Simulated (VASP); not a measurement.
Data:

```yaml
crystal:
  lattice:
    - [-0.00331, 4.22413, 4.23423]
    - [4.22413, -0.00331, 4.23423]
    - [2.11041, 2.11041, 0.00000]
  atoms:
    - { symbol: Ti, position: [0.99734, 0.99734, 0.00531] }
    - { symbol: Ti, position: [0.99857, 0.50143, 0.00000] }
    - { symbol: Ti, position: [0.50143, 0.99857, 0.00000] }
    - { symbol: Ti, position: [0.50266, 0.50266, 0.99469] }
    - { symbol: N, position: [0.25000, 0.25000, 0.50000] }
    - { symbol: N, position: [0.25000, 0.75000, 0.50000] }
    - { symbol: N, position: [0.75000, 0.25000, 0.50000] }
    - { symbol: C, position: [0.75000, 0.75000, 0.50000] }
```

The numbers are results of PBEsol GGA, VASP's PBE PAW potentials (set 64) (plane waves; VASP 6.6.1), not measurements. Run with 520 eV cut-off, 7×7×14 Γ-centred mesh, tetrahedra with Blöchl corrections, potentials Ti_sv N C.

For a metal the tetrahedron method with Blöchl corrections gives inexact stress and forces.

Task: Give the force on each atom (eV/Å).

Result: 
```csv
atom,Fx,Fy,Fz
Ti1,0.000,0.000,0.067
Ti2,-0.025,0.025,0.000
Ti3,0.025,-0.025,0.000
Ti4,0.000,0.000,-0.067
N5,0.000,0.000,0.000
N6,0.000,0.000,0.000
N7,0.000,0.000,0.000
C8,0.000,0.000,0.000
```

Task: Give the stress tensor in GPa (positive for a compressed cell).

Result: 
```
 0.37  -0.23   0.00
-0.23   0.37   0.00
 0.00   0.00  -0.47
```
The pressure is its mean diagonal, 0.09 GPa.

The structure was generated: Ti4CN3 was put into an ordered model structure (Cmmm), which need not be its known phase. It was relaxed first. The electron count is odd and the run is not spin-polarised, which forces a metal.
